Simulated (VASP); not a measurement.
```
CELL_PARAMETERS angstrom
      0.00000     2.28682     2.28682
      2.28682     0.00000     2.28682
      2.28682     2.28682     0.00000
ATOMIC_POSITIONS crystal
  Na 0.00000 0.00000 0.00000
  F  0.50000 0.50000 0.50000
```

The numbers are results of r2SCAN meta-GGA, VASP's PBE PAW potentials (set 64) (plane waves; VASP 6.6.1), not measurements. Settings: PREC = Normal, EDIFF = 1E-5, 450 eV cut-off, 11×11×11 Γ-centred mesh, Gaussian smearing of 0.050 eV, potentials Na_pv F.

At this cut-off the stress carries a Pulay error, which pulls relaxed volumes low.

Q: Give the stress tensor in GPa (positive for a compressed cell).

A: 
```
-1.57   0.00   0.00
 0.00  -1.57   0.00
 0.00   0.00  -1.57
```
The pressure is its mean diagonal, -1.57 GPa.

The compound is NaF in the rock salt structure. It was relaxed first.
